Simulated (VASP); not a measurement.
Given:

```xyz
2
Lattice="0.0000 2.7505 2.7505 2.7505 0.0000 2.7505 2.7505 2.7505 0.0000" Properties=species:S:1:pos:R:3 pbc="T T T"
Ga     0.0000     0.0000     0.0000
P      1.3752     1.3752     1.3752
```

Method: PBE GGA, VASP's PBE PAW potentials (set 64) (plane waves; VASP 6.6.1). Run with 480 eV cut-off, 8×8×8 Γ-centred mesh, Gaussian smearing of 0.050 eV, potentials Ga_d P.

### Question
What does the run give for the energy per atom (σ→0), band gap (on the k-mesh) with the smallest direct gap where there is one?

### Answer

```
Item                                          Value
-----------------------------------  --------------
band gap (on the k-mesh)                    1.59 eV
smallest direct gap (on the k-mesh)         1.60 eV
energy per atom (σ→0)                -4.563 eV/atom
```

The compound is GaP in the zinc blende structure. It was relaxed first.
